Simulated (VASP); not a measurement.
A run of VASP 6.6.1 is set up as follows.

File INCAR:

```
SYSTEM = TaW
  PREC = Accurate
  ENCUT = 520
  EDIFF = 1E-7
  ISMEAR = -1
  SIGMA = 0.05
  LREAL = .FALSE.
  LASPH = .TRUE.
  NELM = 60
  ALGO = Normal
  ISIF = 2
  LWAVE = .FALSE.
  LCHARG = .FALSE.
  LMAXMIX = 4
  LDAU = .TRUE.
  LDAUTYPE = 2
  LDAUL = 2 2
  LDAUU = 8 8
  LDAUJ = 0 0
  LDAUPRINT = 1
  LDIPOL = .TRUE.
  IDIPOL = 3
  DIPOL = 0.5 0.5 0.500
  GGA = PS
  NBANDS = 46
```

Contents of KPOINTS:

```
regular mesh
0
G
  7 7 1
  0 0 0
```

File POSCAR:

```
TaW
1.0
    2.8156310853      0.0000000000      0.0000000000
   -0.9649541523      2.6451166123      0.0000000000
    0.0000000000      0.0000000000     26.3034960250
W Ta
3 3
Direct
    0.5000000000      0.5000000000      0.2851332003
    0.5000000000      0.5000000000      0.4570266401
    0.5000000000      0.5000000000      0.6289200798
    0.0000000000      0.0000000000      0.3710799202
    0.0000000000      0.0000000000      0.5429733599
    0.0000000000      0.0000000000      0.7148667997
```

Potentials or basis: VASP PAW PBE potentials, release 64 (W_sv, Ta_pv).

The run is started by

```bash
$ cat potpaw_PBE.64/W_sv/POTCAR potpaw_PBE.64/Ta_pv/POTCAR > POTCAR
$ mpirun -np 1 vasp_std > vasp.out
```

Question: Predict the band gap on the k mesh.

Answer: None (metal or under the smearing width).

Question: Predict the largest force.

Answer: 0.895 eV/Å.

Forces in eV/Å, atoms in the order of the input:
```
W    0.000  0.000 -0.895
W    0.000  0.000  0.059
W    0.000  0.000  0.275
Ta   0.000  0.000 -0.128
Ta   0.000  0.000 -0.091
Ta   0.000  0.000  0.779
```

Caveat: the PAW data sets were made with another functional, which shifts forces and pressure a little; U without spin polarisation on a metal has little footing; the U is typed as a test and isn't derived for this compound. The run has no spin-orbit coupling, so splittings on Ta, W are missing.
